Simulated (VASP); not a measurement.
# SO in VASP: settings compared

The runs below take SO through relaxation of the atoms, with LDA, PBE, r2SCAN, PBE0.

All numbers are computed with VASP 6.6.1; they aren't measurements. Logs are shortened: lines on timing, memory, paths and dates and some standing lists are left out, and cuts for length are marked.

## 1. The molecule as given

The cell holds a molecule in a box, 2 atoms: a = 9.000 Å, b = 9.500 Å, c = 10.000 Å, α = 90.00°, β = 90.00°, γ = 90.00°.

## 2. Relaxation of the atoms, LDA, collinear spin, ferromagnetic start

Input file INCAR:

```
SYSTEM = SO
ALGO = Fast
EDIFF = 1E-7
EDIFFG = -0.01
ENCUT = 520
IBRION = 2
ISIF = 2
ISMEAR = 0
ISPIN = 2
ISYM = 0
LASPH = .TRUE.
LCHARG = .FALSE.
LORBIT = 11
LREAL = .FALSE.
LWAVE = .FALSE.
MAGMOM = 1 1
NCORE = 2
NELM = 80
NSW = 30
NUPDOWN = 2
PREC = Accurate
SIGMA = 0.01
```

Input file KPOINTS:

```
k-points
0
G
  1 1 1
  0 0 0
```

Input file POSCAR:

```
SO
1.0
    9.0000000000      0.0000000000      0.0000000000
    0.0000000000      9.5000000000      0.0000000000
    0.0000000000      0.0000000000     10.0000000000
S O
1 1
Direct
    0.5000000000      0.5000000000      0.4260000000
    0.5000000000      0.5000000000      0.5740000000
```

Potentials or basis: VASP PAW LDA potentials, release 64 (S, O).

On the command line:

```console
$ cat potpaw_LDA.64/S/POTCAR potpaw_LDA.64/O/POTCAR > POTCAR
$ mpirun -np 4 vasp_gam > vasp.out
```

OUTCAR:

```text
SYSTEM = SO
   EDIFF = 1E-7
   EDIFFG = -0.01
   ENCUT = 520
   IBRION = 2
   ISIF = 2
   ISMEAR = 0
   ISPIN = 2
   ISYM = 0
   LASPH = .TRUE.
   LORBIT = 11
   LREAL = .FALSE.
   NELM = 80
   NSW = 30
   NUPDOWN = 2
   PREC = Accurate

 ion  position               nearest neighbor table
   1  0.500  0.500  0.426-   2 1.48
   2  0.500  0.500  0.574-   1 1.48

IMPORTANT INFORMATION: All symmetrisations will be switched off!
NOSYMM: (Re-)initialisation of all symmetry stuff for point group C_1.

----------------------------------------------------------------------------------------

                                     Primitive cell

  volume of cell :     855.0000

  direct lattice vectors                    reciprocal lattice vectors
     9.000000000  0.000000000  0.000000000     0.111111111  0.000000000  0.000000000
     0.000000000  9.500000000  0.000000000     0.000000000  0.105263158  0.000000000
     0.000000000  0.000000000 10.000000000     0.000000000  0.000000000  0.100000000

  length of vectors
     9.000000000  9.500000000 10.000000000     0.111111111  0.105263158  0.100000000

  position of ions in fractional coordinates (direct lattice)
     0.500000000  0.500000000  0.426000000
     0.500000000  0.500000000  0.574000000

  ion indices of the primitive-cell ions
   primitive index   ion index
                 1           1
                 2           2

----------------------------------------------------------------------------------------

 KPOINTS: k-points

Automatic generation of k-mesh.
 Grid dimensions read from file:
 generate k-points for:    1    1    1

 Generating k-lattice:

  Cartesian coordinates                     Fractional coordinates (reciprocal lattice)
     0.111111111  0.000000000  0.000000000     1.000000000  0.000000000  0.000000000
     0.000000000  0.105263158  0.000000000     0.000000000  1.000000000  0.000000000
     0.000000000  0.000000000  0.100000000     0.000000000  0.000000000  1.000000000

  Length of vectors
     0.111111111  0.105263158  0.100000000

  Shift w.r.t. Gamma in fractional coordinates (k-lattice)
     0.000000000  0.000000000  0.000000000

 Subroutine IBZKPT returns following result:
 ===========================================

 Found      1 irreducible k-points:

 Following reciprocal coordinates:
            Coordinates               Weight
  0.000000  0.000000  0.000000      1.000000
   k-points           NKPTS =      1   k-points in BZ     NKDIM =      1   number of bands    NBANDS=     12
   number of dos      NEDOS =    301   number of ions     NIONS =      2
   total plane-waves  NPLWV = 403200
   dimension x,y,z NGX =    70 NGY =   72 NGZ =   80
   dimension x,y,z NGXF=   140 NGYF=  144 NGZF=  160
   ions per type =               1   1
   NGX,Y,Z   is equivalent  to a cutoff of  12.93, 12.60, 13.30 a.u.
   NGXF,Y,Z  is equivalent  to a cutoff of  25.86, 25.20, 26.60 a.u.
 SYSTEM =  SO
   PREC   = accura    normal or accurate (medium, high low for compatibility)
   ISTART =      0    job   : 0-new  1-cont  2-samecut
   ICHARG =      2    charge: 1-file 2-atom 10-const
   ISPIN  =      2    spin polarized calculation?
   LNONCOLLINEAR =      F non collinear calculations
   LSORBIT =      F    spin-orbit coupling
   LASPH  =      T    aspherical Exc in radial PAW
   ENCUT  =  520.0 eV  38.22 Ry    6.18 a.u.  16.73 17.66 18.59*2*pi/ulx,y,z
   NELM   =     80;   NELMIN=  2; NELMDL= -5     # of ELM steps
   EDIFF  = 0.1E-06   stopping-criterion for ELM
   LREAL  =      F    real-space projection
   EDIFFG = -.1E-01   stopping-criterion for IOM
   NSW    =     30    number of steps for IOM
   IBRION =      2    ionic relax: 0-MD 1-quasi-New 2-CG
   NFREE  =      1    steps in history (QN), initial steepest desc. (CG)
   ISIF   =      2    stress and relaxation
   ISYM   =      0    0-nonsym 1-usesym 2-fastsym
   POTIM  = 0.5000    time-step for ionic-motion
   TEBEG  =    0.0;   TEEND  =   0.0 temperature during run
   PSTRESS=    0.0 pullay stress
   NELECT =      12.0000    total number of electrons
   NUPDOWN=       2.0000    fix difference up-down
   EMIN   =  10.00;   EMAX   =-10.00  energy-range for DOS
   EFERMI =   0.00;   METHOD = LEGACY
   ISMEAR =     0;   SIGMA  =   0.01  broadening in eV -4-tet -1-fermi 0-gaus
   EFERMI_NEDOS =   21; number of points for ismear=-14 and -15
   IALGO  =     68    algorithm
   IMIX   =      4    mixing-type and parameters
     AMIX     =   0.40;   BMIX     =  1.00
     AMIX_MAG =   1.60;   BMIX_MAG =  1.00
  volume/ion in A,a.u.               =     427.50      2884.91
  Fermi-wavevector in a.u.,A,eV,Ry     =   0.394893  0.746240  2.121703  0.155941
  Thomas-Fermi vector in A             =   1.339966
   LORBIT       =     11    0 simple, 1 ext, 2 COOP (PROOUT), +10 PAW based schemes
   GGA     = CA    functional components
   LHFCALC =     F    Hartree Fock is set to
   AEXX    =    0.0000 exact exchange contribution
   IVDW    =     0    specifies the selected vdW correction
   LEPSILON=     F    determine dielectric tensor
   LRPA    =     F    only Hartree local field effects (RPA)
 conjugate gradient relaxation of ions
 spin polarized calculation
 RMM-DIIS sequential band-by-band and
 Gauss-broadening in eV      SIGMA  =   0.01
  energy-cutoff  :      520.00
  volume of cell :      855.00
 maximum number of plane-waves:     11510
 NGX is ok and might be reduce to    70
   NGX = 33   NGY = 35   NGZ = 37

--------------------------------------- Ionic step        1  -------------------------------------------

 number of electron      12.0000001 magnetization       2.0000000

 Free energy of the ion-electron system (eV)
  ---------------------------------------------------
  ext. energy  EPLUGINS =         0.00000000
  ---------------------------------------------------
  free energy    TOTEN  =        -9.59982114 eV

  energy without entropy =       -9.59982114  energy(sigma->0) =       -9.59982114

------------------------ aborting loop because EDIFF is reached ----------------------------------------

  FORCE on cell =-STRESS in cart. coord.  units (eV):
  Direction    XX          YY          ZZ          XY          YZ          ZX
  --------------------------------------------------------------------------------------
  -------------------------------------------------------------------------------------
  Total       -0.0264409     -0.0295361      0.0002458      0.0000004      0.0000000      0.0000000
  in kB       -0.0495473     -0.0553474      0.0004607      0.0000008      0.0000000      0.0000000
  external PRESSURE =      -0.0348114 kB  Pullay stress =       0.0000000 kB

 VOLUME and BASIS-vectors are now :
 -----------------------------------------------------------------------------
  energy-cutoff  :      520.00
  volume of cell :      855.00
      direct lattice vectors                 reciprocal lattice vectors
     9.000000000  0.000000000  0.000000000     0.111111111  0.000000000  0.000000000
     0.000000000  9.500000000  0.000000000     0.000000000  0.105263158  0.000000000
     0.000000000  0.000000000 10.000000000     0.000000000  0.000000000  0.100000000
[... 37 lines left out ...]
 POSITION                                       TOTAL-FORCE (eV/Angst)
 -----------------------------------------------------------------------------------
      4.50000      4.75000      4.25817        -0.000000      0.000000      0.142372
      4.50000      4.75000      5.74183         0.000000     -0.000000     -0.142372
 -----------------------------------------------------------------------------------
    total drift:                                0.000000     -0.000000      0.000033

  FREE ENERGIE OF THE ION-ELECTRON SYSTEM (eV)
  ---------------------------------------------------
  free  energy   TOTEN  =        -9.5996284987 eV

  energy  without entropy=       -9.5996284987  energy(sigma->0) =       -9.59962850

--------------------------------------- Ionic step        3  -------------------------------------------

 number of electron      12.0000001 magnetization       2.0000000

 Free energy of the ion-electron system (eV)
  ---------------------------------------------------
  ext. energy  EPLUGINS =         0.00000000
  ---------------------------------------------------
  free energy    TOTEN  =        -9.59983276 eV

  energy without entropy =       -9.59983276  energy(sigma->0) =       -9.59983276

 E-fermi :  -9.7423     XC(G=0):  -0.8963

 val. band max:       -5.8040778635   @ k =   0.0000   0.0000   0.0000
 cond. band min:      -4.4560722866   @ k =   0.0000   0.0000   0.0000
 fundamental gap:      1.3480055769
 Fermi energy:        -5.7401691723

 spin component 1

 k-point     1 :       0.0000    0.0000    0.0000
  band No.  band energies     occupation
      1     -27.0707      1.00000
      2     -16.5611      1.00000
      3     -11.0426      1.00000
      4     -10.8799      1.00000
      5     -10.8798      1.00000
      6      -5.8042      1.00000
      7      -5.8041      1.00000
      8      -1.1162      0.00000
      9      -0.2669      0.00000
     10       1.2173      0.00000
     11       1.3387      0.00000
     12       1.3742      0.00000
 Fermi energy:        -9.7423148464

 spin component 2

 k-point     1 :       0.0000    0.0000    0.0000
  band No.  band energies     occupation
      1     -26.2784      1.00000
      2     -15.3841      1.00000
      3     -10.2670      1.00000
      4      -9.8393      1.00000
      5      -9.8392      1.00000
      6      -4.4561      0.00000
      7      -4.4557      0.00000
      8      -0.6245      0.00000
      9      -0.1267      0.00000
     10       1.2990      0.00000
     11       1.4328      0.00000
     12       1.4651      0.00000

------------------------ aborting loop because EDIFF is reached ----------------------------------------

  FORCE on cell =-STRESS in cart. coord.  units (eV):
  Direction    XX          YY          ZZ          XY          YZ          ZX
  --------------------------------------------------------------------------------------
  -------------------------------------------------------------------------------------
  Total       -0.0262723     -0.0292770     -0.0559223      0.0000000      0.0000000     -0.0000000
  in kB       -0.0492315     -0.0548620     -0.1047924      0.0000000      0.0000000     -0.0000000
  external PRESSURE =      -0.0696286 kB  Pullay stress =       0.0000000 kB
[... 10 lines left out ...]
 POSITION                                       TOTAL-FORCE (eV/Angst)
 -----------------------------------------------------------------------------------
      4.50000      4.75000      4.25962        -0.000000     -0.000000      0.000078
      4.50000      4.75000      5.74038         0.000000      0.000000     -0.000078
 -----------------------------------------------------------------------------------
    total drift:                               -0.000000      0.000000     -0.000104

  FREE ENERGIE OF THE ION-ELECTRON SYSTEM (eV)
  ---------------------------------------------------
  free  energy   TOTEN  =        -9.5998327639 eV

  energy  without entropy=       -9.5998327639  energy(sigma->0) =       -9.59983276

 reached required accuracy - stopping structural energy minimisation

 total charge

# of ion       s       p       d       tot
------------------------------------------
    1        1.376   2.240   0.000   3.616
    2        1.595   3.378   0.000   4.973
--------------------------------------------------
tot          2.971   5.618   0.000   8.589

 magnetization (x)

# of ion       s       p       d       tot
------------------------------------------
    1        0.010   0.659   0.000   0.669
    2        0.006   0.586   0.000   0.592
--------------------------------------------------
tot          0.016   1.245   0.000   1.262
```

Wall time 16 s (4 MPI ranks of Intel Xeon 6975P-C (Granite Rapids), shared host); peak memory 0.28 GiB.

What came out:

| Property | Result |
| --- | --- |
| Free energy | -9.5998 eV |
| Energy gained by relaxing | 0.0 meV/atom |
| Ionic steps | 3 |
| Net moment | 2.00 μB per cell |
| Site moments | S +0.67; O +0.59 μB |
| Valence electrons inside the program's atomic spheres | S 3.62; O 4.97 |

Final structure:
```
S O
1.0
     9.00000    0.00000    0.00000
     0.00000    9.50000    0.00000
     0.00000    0.00000   10.00000
S O
1 1
Cartesian
  4.5000 4.7500 4.2596
  4.5000 4.7500 5.7404
```

Caveat: the total moment is fixed, so each spin has its own Fermi level.

(Part 1 of 2 ends here.)
